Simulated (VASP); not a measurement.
Given:

```
CELL_PARAMETERS angstrom
      0.00000     2.69023     2.75038
      2.71339     0.00000     2.75038
      2.71339     2.69023     0.00000
ATOMIC_POSITIONS crystal
  Si 0.25000 0.25000 0.25000
  Si 0.75000 0.75000 0.75000
  Ni 0.98768 0.01232 0.01232
```

Calculation: PBE GGA, VASP's PBE PAW potentials (set 64) (plane waves; VASP). Numerical set-up: 400 eV cut-off, 5×5×5 Γ-centred mesh, first-order Methfessel-Paxton smearing of 0.10 eV, potentials Si Ni.

Question: Give the force on each atom (eV/Å).

Answer: 
| atom | Fx | Fy | Fz |
|---|---|---|---|
| Si1 | 0.331 | 0.000 | 0.000 |
| Si2 | 0.331 | 0.000 | 0.000 |
| Ni3 | -0.662 | 0.000 | 0.000 |

Question: Give the stress tensor in GPa (positive for a compressed cell).

Answer: 
```
0.94  0.00  0.00
0.00  1.39  0.00
0.00  0.00  0.92
```
The pressure is its mean diagonal, 1.08 GPa.

The compound is NiSi2 in the fluorite structure. The cell was not relaxed at this level, atoms are displaced from their ideal sites. The k-mesh is coarse (spacing up to 0.40 per Å, 2π included), so the numbers may not be converged in it. The run is one of a series of settings (KPOINTS 5×5×5 Γ-centred mesh against the base run), some of them coarse on purpose. The run is not spin-polarised, so no magnetic state was tried.
